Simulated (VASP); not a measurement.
These are PBE GGA, VASP's PBE PAW potentials (set 64) (plane waves; VASP 6.6.1) values and carry that method's errors.

The input files of a VASP run:

**POSCAR**
```
W
1
   -1.6116000000     1.6116000000     1.6116000000
    1.6116000000    -1.6116000000     1.6116000000
    1.6116000000     1.6116000000    -1.6116000000
W
1
Direct
  0.0000000000   0.0000000000   0.0000000000
```

KPOINTS:
```
Regular mesh
0
gamma
12 12 12
0 0 0
```

INCAR:
```
LMAXMIX  =  6   ! l cut-off of mixed one-centre charges
ENCUT  =  400
SYSTEM  =  W
ISMEAR  =  1   ! Methfessel-Paxton
LASPH  =  .True.   ! aspherical one-centre terms
LREAL  =  .False.
GGA  =  PE   ! PBE
LWAVE  =  .False.
PREC  =  Accurate
ISIF  =  2   ! forces and stress, cell fixed
LCHARG  =  .False.
EDIFF  =  1E-6   ! SCF stop (eV)
ALGO  =  Normal
NELM  =  100
SIGMA  =  0.1
```

POTCAR, in this order: W_sv (PBE.64 set). Program: vasp_std.

Output

### OSZICAR
```
       N       E                     dE             d eps       ncg     rms          rms(c)
DAV:   1     0.662727772899E+02    0.66273E+02   -0.68768E+03  1608   0.121E+03
DAV:   2    -0.122150538946E+02   -0.78488E+02   -0.75924E+02  1695   0.297E+02
DAV:   3    -0.135983243633E+02   -0.13833E+01   -0.13717E+01  1809   0.397E+01
DAV:   4    -0.136053529425E+02   -0.70286E-02   -0.70281E-02  1713   0.308E+00
DAV:   5    -0.136054119809E+02   -0.59038E-04   -0.59039E-04  1790   0.282E-01    0.189E+01
DAV:   6    -0.130755433193E+02    0.52987E+00   -0.65967E-01  1680   0.106E+01    0.714E+00
DAV:   7    -0.129426885924E+02    0.13285E+00   -0.32461E-01  1725   0.696E+00    0.753E-01
DAV:   8    -0.129379210910E+02    0.47675E-02   -0.36363E-03  1626   0.825E-01    0.130E-01
DAV:   9    -0.129379543747E+02   -0.33284E-04   -0.57376E-05  1837   0.964E-02    0.604E-02
DAV:  10    -0.129379527015E+02    0.16732E-05   -0.88345E-06  1689   0.438E-02    0.148E-02
DAV:  11    -0.129379532444E+02   -0.54295E-06   -0.22278E-07   873   0.508E-03
   1 F= -.12937953E+02 E0= -.12937988E+02  d E =0.104414E-03
```

File OUTCAR:
```
------------------------ aborting loop because EDIFF is reached ----------------------------------------
  FORCE on cell =-STRESS in cart. coord.  units (eV):
  Direction    XX          YY          ZZ          XY          YZ          ZX
  --------------------------------------------------------------------------------------
  Total       -1.0118607     -1.0118607     -1.0118607      0.0000000      0.0000000     -0.0000000
  in kB      -96.8276840    -96.8276840    -96.8276840      0.0000000      0.0000000     -0.0000000
  external PRESSURE =     -96.8276840 kB  Pullay stress =       0.0000000 kB
  volume of cell :       16.74
      direct lattice vectors                 reciprocal lattice vectors
    -1.611600000  1.611600000  1.611600000     0.000000000  0.310250683  0.310250683
     1.611600000 -1.611600000  1.611600000     0.310250683  0.000000000  0.310250683
     1.611600000  1.611600000 -1.611600000     0.310250683  0.310250683  0.000000000
 POSITION                                       TOTAL-FORCE (eV/Angst)
 -----------------------------------------------------------------------------------
      0.00000      0.00000      0.00000        -0.000000      0.000000     -0.000000
 -----------------------------------------------------------------------------------
    total drift:                                0.000000      0.000000      0.000000
  FREE ENERGIE OF THE ION-ELECTRON SYSTEM (eV)
  ---------------------------------------------------
  free  energy   TOTEN  =       -12.9379532444 eV

  energy  without entropy=      -12.9380576582  energy(sigma->0) =      -12.93798805
```
(Selected blocks of OUTCAR.)

**OUTCAR**
```
 val. band max:       10.4569931211   @ k =   0.0833   0.0833   0.0000

 cond. band min:      10.5575877067   @ k =  -0.2500   0.3333   0.1667


 Fermi energy:        10.5398489218

 k-point     1 :       0.0000    0.0000    0.0000
  band No.  band energies     occupation
      1     -63.6119      2.00000
      2     -27.2443      2.00000
      3     -27.2443      2.00000
      4     -27.2443      2.00000
      5       1.3368      2.00000
      6       9.5174      2.00000
      7       9.5174      2.00000
      8       9.5174      2.00000
      9      12.7911      0.00000
     10      12.7911      0.00000
     11      25.0591      0.00000

 k-point     2 :       0.0833    0.0000    0.0000
  band No.  band energies     occupation
      1     -63.6049      2.00000
      2     -27.3210      2.00000
      3     -27.2686      2.00000
      4     -27.2446      2.00000
      5       1.6492      2.00000
      6       9.3330      2.00000
      7       9.4699      2.00000
      8       9.8181      2.00000
      9      12.5193     -0.00000
     10      12.7956      0.00000
     11      25.3087      0.00000

 k-point     3 :       0.1667    0.0000    0.0000
  band No.  band energies     occupation
      1     -63.5858      2.00000
      2     -27.5267      2.00000
      3     -27.3346      2.00000
      4     -27.2453      2.00000
      5       2.5104      2.00000
      6       8.8676      2.00000
      7       9.2358      2.00000
      8      10.6982     -0.04770
      9      12.1506     -0.00000
     10      12.8375      0.00000
     11      25.6940      0.00000

 k-point     4 :       0.2500    0.0000    0.0000
  band No.  band energies     occupation
      1     -63.5596      2.00000
      2     -27.7988      2.00000
      3     -27.4234      2.00000
      4     -27.2463      2.00000
      5       3.6473      2.00000
      6       8.3035      2.00000
      7       8.9204      2.00000
      8      12.0835     -0.00000
      9      12.2014     -0.00000
...
```

Unless said otherwise, spin-orbit coupling is left out, though it shifts the bands of the heavy elements here.

The compound is W in the bcc structure. The cell was not relaxed at this level.
